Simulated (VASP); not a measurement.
```xyz
4
Lattice="2.1239 -2.0362 0.1382 2.1239 2.0362 0.1382 -0.4731 0.0000 5.1446" Properties=species:S:1:pos:R:3 pbc="T T T"
Cu     1.0620     1.0181     0.0691
Cu     0.8254    -1.0181     2.6414
O      2.0057    -0.0291     1.4243
O      1.7691     0.0291     3.9966
```

Calculation: PBE GGA, VASP's PBE PAW potentials (set 64) (plane waves; VASP). Numerical set-up: 500 eV cut-off, 7×7×4 Γ-centred mesh, Gaussian smearing of 0.050 eV, potentials Cu O.

### Question
Estimate the energy per atom (σ→0), band gap (on the k-mesh) with the smallest direct gap where there is one.

### Answer

The band gap (on the k-mesh) is none (metal, semimetal or under 0.01 eV) and the energy per atom (σ→0) is -4.934 eV/atom.

The structure was generated: CuO was put into the tenorite type (C2/c), which need not be its known phase. It was relaxed first, which changed the volume by +10 %. The k-mesh is coarse (spacing up to 0.31 per Å, 2π included), so the numbers may not be converged in it.
